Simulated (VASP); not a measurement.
The input files of a VASP run:

KPOINTS:
```
Automatic
0
Gamma
  14 14 7
```

File POSCAR:
```
Zn
1.0
  1.3007335223  -2.2529369441   0.0000000000
  1.3007335223   2.2529369441   0.0000000000
  0.0000000000   0.0000000000   4.5789777971
Zn
2
Cart
  1.3007335223   0.7509804833   1.1447444493
  1.3007335223  -0.7509804833   3.4342333478
```

INCAR:
```
# general
SYSTEM  = Zn
PREC    = Accurate
ENCUT   = 400
LREAL   = .FALSE.
LASPH   = .TRUE.

# electronic loop
EDIFF   = 1E-8
NELM    = 100
ALGO    = Normal
LMAXMIX = 4

# smearing
ISMEAR  = 1
SIGMA   = 0.1

# ions
IBRION  = 1
NSW     = 30
ISIF    = 2
EDIFFG  = -0.001

# output
LWAVE   = .FALSE.
LCHARG  = .FALSE.
```

POTCAR, in this order: Zn (LDA.64 set). Program: vasp_std.

Translate this LDA calculation to Quantum ESPRESSO's pw.x.

One equivalent input (not run):
```
&CONTROL
  calculation = 'relax'
  pseudo_dir = './pseudo'
  outdir = './out'
  tprnfor = .true.
  tstress = .true.
  nstep = 30
  forc_conv_thr = 3.9e-05
/
&SYSTEM
  ibrav = 0
  nat = 2
  ntyp = 1
  ecutwfc = 84
  occupations = 'smearing'
  smearing = 'methfessel-paxton'
  degauss = 0.00735
  input_dft = 'pz'
/
&ELECTRONS
  conv_thr = 7.3e-10
  electron_maxstep = 100
/
&IONS
/
ATOMIC_SPECIES
  Zn 65.380 Zn.upf
CELL_PARAMETERS angstrom
     1.3007335   -2.2529369   -0.0000000
     1.3007335    2.2529369   -0.0000000
     0.0000000   -0.0000000    4.5789778
ATOMIC_POSITIONS crystal
  Zn   0.3333330  0.6666670  0.2500000
  Zn   0.6666670  0.3333330  0.7500000
K_POINTS automatic
  14 14 7 0 0 0
```
Limits of the translation: the potentials are each code's own (VASP's PAW set, PseudoDojo norm-conserving files in pw.x), so ENCUT and ecutwfc are chosen apart and not converted; conv_thr bounds pw.x's estimated SCF error, while EDIFF bounds the energy change between steps; forc_conv_thr acts on force components and is met together with etot_conv_thr.

The compound is Zn in the hcp structure. It was relaxed first, which changed the volume by -12 %. The start is the result of an earlier pass.
